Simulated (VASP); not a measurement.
Given:

```yaml
crystal:
  lattice:
    - [-1.72091, 1.72091, 4.94280]
    - [1.72091, -1.72091, 4.94280]
    - [1.72091, 1.72091, -4.94280]
  atoms:
    - { symbol: Rh, position: [0.74296, 0.74296, 0.00000] }
    - { symbol: Rh, position: [0.49296, 0.99296, 0.50000] }
    - { symbol: Ge, position: [0.17304, 0.17304, 0.00000] }
    - { symbol: Ge, position: [0.92304, 0.42304, 0.50000] }
```

The numbers are results of PBEsol GGA, VASP's PBE PAW potentials (set 64) (plane waves; VASP 6.6.1), not measurements. Numerical set-up: 400 eV cut-off, 14×14×14 Γ-centred mesh, tetrahedra with Blöchl corrections, potentials Rh_pv Ge_d.

The cores are frozen, which limits the accuracy of field gradients.

**Question.** Give the principal components of the electric field gradient (V/Å²) and the asymmetry η at each nucleus.

**Answer.** 
```tsv
atom	Vxx	Vyy	Vzz	η
Rh1	-22.8	-3.3	26.1	0.75
Rh2	-22.8	-3.3	26.1	0.75
Ge3	79.2	6.8	-86.0	0.84
Ge4	79.2	6.8	-86.0	0.84
```

The structure was generated: GeRh was put into the NbAs type (I4_1md), which need not be its known phase. It was relaxed first.
